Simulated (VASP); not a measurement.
**How biaxial strain in the (111) plane changes Ir**

How do stress and energy of Ir follow biaxial strain in the (111) plane?

Method: r2SCAN; plane waves and PAW (Ir), in the first sound run; inputs show where later runs differ, in VASP 6.6.1.

This is a report of a sequence of runs, with most program output left out.

### 1. Starting point

It takes space group Fm-3m (No. 225, cubic). The conventional cell has a = 3.840 Å, b = 3.840 Å, c = 3.840 Å, α = 90.00°, β = 90.00°, γ = 90.00°. Nearest to Ir lie 12 Ir at 2.72 Å.

As a file:

```cif
data_structure
_symmetry_space_group_name_H-M 'P 1'
_symmetry_Int_Tables_number 1
_cell_length_a 2.7153
_cell_length_b 2.7153
_cell_length_c 2.7153
_cell_angle_alpha 60.000
_cell_angle_beta 60.000
_cell_angle_gamma 60.000
_cell_volume 14.16
loop_
_atom_site_label
_atom_site_type_symbol
_atom_site_fract_x
_atom_site_fract_y
_atom_site_fract_z
_atom_site_occupancy
Ir1 Ir 0.00000 0.00000 0.00000 1
```

### 2. Relax the crystal, r2SCAN

The series starts from the cell that this level prefers, so that zero strain is near zero stress.

Level: r2SCAN; plane waves and PAW (Ir).

The input, INCAR:

```
SYSTEM = Ir
PREC = Accurate
ENCUT = 450
EDIFF = 1E-07
NELM = 120
ISMEAR = 1
SIGMA = 0.15
LREAL = .FALSE.
ALGO = Normal
METAGGA = R2SCAN
LASPH = .TRUE.
NBANDS = 10
LORBIT = 11
LWAVE = .FALSE.
LCHARG = .FALSE.
KPAR = 8
IBRION = 2
NSW = 40
ISIF = 3
EDIFFG = -0.005
POTIM = 0.4
```

The input, POSCAR:

```
Ir
1.0
    0.0000000000      1.9200000000      1.9200000000
    1.9200000000      0.0000000000      1.9200000000
    1.9200000000      1.9200000000      0.0000000000
Ir
1
Direct
    0.0000000000      0.0000000000      0.0000000000
```

The input, KPOINTS:

```
Automatic mesh
0
Gamma
26 26 26
0 0 0
```

PAW data sets: Ir (PBE family, release 64).

The run is started by

```
$ mpirun -np 8 vasp_std
```

The job ended after 1.8 min (8 MPI ranks of AMD EPYC 7R43, shared host; peak memory 1.3 GiB; 14 min of CPU time).

This run gave:

```
energy(sigma→0) of the program : -52.3686 eV
stress, compression positive   : -0.01 along [111], -0.01 across it (mean), GPa
volume                         : 14.292 Å³
ionic steps                    : 3
```

### 3. Strain along the normal, r2SCAN

One member in full: the plane is strained by 1.5 %, and the strain along the normal is moved by secant steps until the normal stress is under 0.012 GPa or five steps are spent; the atoms relax at each step.

This step took 4 runs, each at a new trial strain with the atoms of the one before; the last is shown.

Level: r2SCAN; plane waves and PAW (Ir).

Edit INCAR of step 2 so:

```diff
@@ -15,7 +15,7 @@
 LCHARG = .FALSE.
-KPAR = 8
-IBRION = 2
-NSW = 40
-ISIF = 3
-EDIFFG = -0.005
-POTIM = 0.4
+KPAR = 2
+IBRION = 1
+NSW = 25
+ISIF = 2
+EDIFFG = -0.004
+POTIM = 0.3
```

The input, POSCAR:

```
Ir
1.0
   -0.0291589300      1.9258890860      1.9258890860
    1.9258890860     -0.0291589300      1.9258890860
    1.9258890860      1.9258890860     -0.0291589300
Ir
1
Direct
    0.0000000000      0.0000000000      0.0000000000
```

KPOINTS is that of step 2.

The run is started by

```
$ mpirun -np 2 vasp_std
```

It took 12 min on 2 MPI ranks; peak memory 0.54 GiB; 24 min of CPU time.

This run gave:

- energy(sigma→0) of the program: -52.3530 eV
- stress, compression positive: 0.00 along [111], -11.45 across it (mean), GPa
- ionic steps: 1

### 4. The whole series

The other members went through these steps as far as the tables show, with the same cutoff and, step by step, the same mesh; 32 runs are not shown. The session took 10.0 core hours (wall time by ranks) on a shared machine.

```tsv
in-plane strain (%)	strain along the normal (%)	in-plane stress, tension positive (GPa)	energy above the unstrained row, extrapolated to no smearing (meV/atom)
-2.000	1.051	-19.211	32.657
-1.500	0.786	-13.925	17.997
-1.000	0.523	?	?
-0.500	0.261	-4.330	1.948
0	-0.002	0.010	0.000
0.500	-0.260	4.077	1.788
1.000	-0.517	7.885	7.090
1.500	-0.771	11.453	15.700
2.000	-1.021	14.789	27.446
```

### 5. Stress from the known rows

Fitting a parabola to the 8 known rows (e: strain in %) gives stress = − 0.5535 e² + 8.479 e + 0.002315 in GPa; the residuals are 0.035 GPa r.m.s.

At e = -1 this predicts -9.030 GPa.

### 6. The withheld row

The calculation gives -8.971 GPa, so the prediction is 0.059 GPa too low, within twice the residual of the fit.

Slopes at zero strain, from cubics through all rows: strain ratio -0.521, stress over strain 840 GPa.

### 7. Results

| Property | Result |
| --- | --- |
| error of the predicted stress | -0.059 GPa |
| ratio of normal to in-plane strain | -0.521 |
| biaxial modulus | 840 GPa |

**Reading.** As a check, the curvature of the energy gives 836 GPa for the same modulus (energy per volume = M × strain²), 1 % from the slope of the stress. These are static values: temperature and zero-point motion are left out. In a metal the slopes also depend on mesh and smearing, which were held through the series.

[Lines on the potential files, build, host, timing and source positions are cut from VASP's logs without a mark.]

[Logs are printed without paths, hosts, clocks, repeated set-up lines and the standing remarks that a program may print on its own settings, such as how far it seeks lower states.]

[Hosts, paths, dates, database ids (printed as entryN), source tags and the programs' standing remarks are cut or masked in the printed files.]

[In band tables of VASP the shares of atoms and orbitals are scaled to a sum of 1 inside the atoms' spheres.]
